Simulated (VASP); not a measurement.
Here is the system:

```xyz
3
Lattice="1.8709 -3.2405 0.0000 1.8709 3.2405 0.0000 0.0000 0.0000 6.1293" Properties=species:S:1:pos:R:3 pbc="T T T"
Sn     0.0000     0.0000     0.0000
Se     1.8709     1.0802     1.5518
Se     1.8709    -1.0802     4.5776
```

All values below come from PBEsol GGA, VASP's PBE PAW potentials (set 64) (plane waves; VASP). Numerical set-up: 520 eV cut-off, 7×7×4 Γ-centred mesh, Gaussian smearing of 0.050 eV, potentials Sn_d Se.

Without a dispersion term in the relaxation, distances and binding between the weakly bound layers, chains or molecules are unreliable, and so is what depends on them.

### Question
The ions and cell shape at fixed volume are relaxed. Give the cell that the relaxation ends in.

### Answer

```xyz
3
Lattice="1.9049 -3.2994 0.0000 1.9049 3.2994 0.0000 0.0000 0.0000 5.9126" Properties=species:S:1:pos:R:3 pbc="T T T"
Sn     1.9049    -3.2994     0.0000
Se     1.9049     1.0998     1.5862
Se     1.9049    -1.0998     4.3263
```
Space group P-3m1 (164), at a tolerance of 0.03 Å.

### Question
How much energy does the relaxation gain?

### Answer
The energy (σ→0) changes by -18.6 meV/atom, in 8 ionic steps.

| step | E(σ→0) (eV) | max force (eV/Å) | pressure (GPa) | volume (Å³) |
|---|---|---|---|---|
| 1 | -12.9118 | 0.633 | 4.69 | 74.32 |
| 2 | -12.9405 | 0.303 | 3.37 | 74.32 |
| 3 | -12.9500 | 0.018 | 2.13 | 74.32 |
| 4 | -12.9622 | 0.002 | 1.70 | 74.32 |
| 5 | -12.9676 | 0.021 | 1.23 | 74.32 |
| 6 | -12.9677 | 0.022 | 1.19 | 74.32 |
| 7 | -12.9677 | 0.022 | 1.18 | 74.32 |
| 8 | -12.9677 | 0.000 | 1.09 | 74.32 |

The compound is SnSe2 in the 1T layered structure. This cell is one point of a volume scan, at 0.94 of the reference volume. Symmetry was kept, so distortions that lower it aren't found.
